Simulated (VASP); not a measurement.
An input for Quantum ESPRESSO's pw.x (written as the equivalent of a VASP run, and not itself run):

```
&CONTROL
  calculation = 'vc-relax'
  pseudo_dir = './pseudo'
  outdir = './out'
  tprnfor = .true.
  tstress = .true.
  nstep = 60
  forc_conv_thr = 0.00078
/
&SYSTEM
  ibrav = 0
  nat = 6
  ntyp = 2
  ecutwfc = 70
  occupations = 'smearing'
  smearing = 'gaussian'
  degauss = 0.003675
  input_dft = 'pz'
/
&ELECTRONS
  conv_thr = 7.3e-08
  electron_maxstep = 100
/
&IONS
/
&CELL
/
ATOMIC_SPECIES
  Pb 207.200 Pb.upf
  I 126.904 I.upf
CELL_PARAMETERS angstrom
     4.4548384   -0.0000000   -0.0000000
    -2.2274192    3.8580035    0.0000000
    -0.0000000   -0.0000000   13.7432103
ATOMIC_POSITIONS crystal
  Pb   0.6666670  0.3333330  0.5001026
  Pb   0.3333330  0.6666670  0.0001026
  I    0.6666670  0.3333330  0.8634220
  I    0.3333330  0.6666670  0.3634220
  I    0.0000000  0.0000000  0.1364754
  I    1.0000000  0.0000000  0.6364754
K_POINTS automatic
  5 5 2 0 0 0
```

Question: Translate this input to VASP (INCAR, KPOINTS, POSCAR, choice of POTCAR).

Answer: Several could match; the one computed here: 
### INCAR
```
ALGO = Normal
SYSTEM = PbI2
ISMEAR = 0
PREC = Accurate
LMAXMIX = 4   # l cut-off of mixed one-centre charges
IBRION = 2   # conjugate gradients
LCHARG = .FALSE.
LWAVE = .FALSE.
NSW = 60
LASPH = .TRUE.   # aspherical one-centre terms
LREAL = .FALSE.   # projection in real space or not
ENCUT = 400
ISIF = 3
EDIFFG = -0.02
EDIFF = 1E-6
SIGMA = 0.05   # width (eV)
NELM = 100   # most electronic steps
```

**KPOINTS**
```
Automatic mesh
0
Gamma
5 5 2
0 0 0
```

File POSCAR:
```
PbI2
1.0
  4.4548384195   0.0000000000   0.0000000000
 -2.2274192097   3.8580034636   0.0000000000
  0.0000000000   0.0000000000  13.7432102817
Pb I
2 4
Direct
  0.6666670000   0.3333330000   0.5001026188
  0.3333330000   0.6666670000   0.0001026188
  0.6666670000   0.3333330000   0.8634220221
  0.3333330000   0.6666670000   0.3634220221
  0.0000000000   0.0000000000   0.1364753591
  1.0000000000   0.0000000000   0.6364753591
```

POTCAR, in this order: Pb_d I (LDA.64 set). Program: vasp_std.

What does not carry over: the potentials are each code's own (VASP's PAW set, PseudoDojo norm-conserving files in pw.x), so ENCUT and ecutwfc are chosen apart and not converted; conv_thr bounds pw.x's estimated SCF error, while EDIFF bounds the energy change between steps; forc_conv_thr acts on force components and is met together with etot_conv_thr.

The structure comes from a computed database's PbI2 entry (P6_3mc); how it stands against other phases isn't given here. This run relaxes it. Symmetry was kept, so distortions that lower it aren't found. The start is the result of an earlier pass.
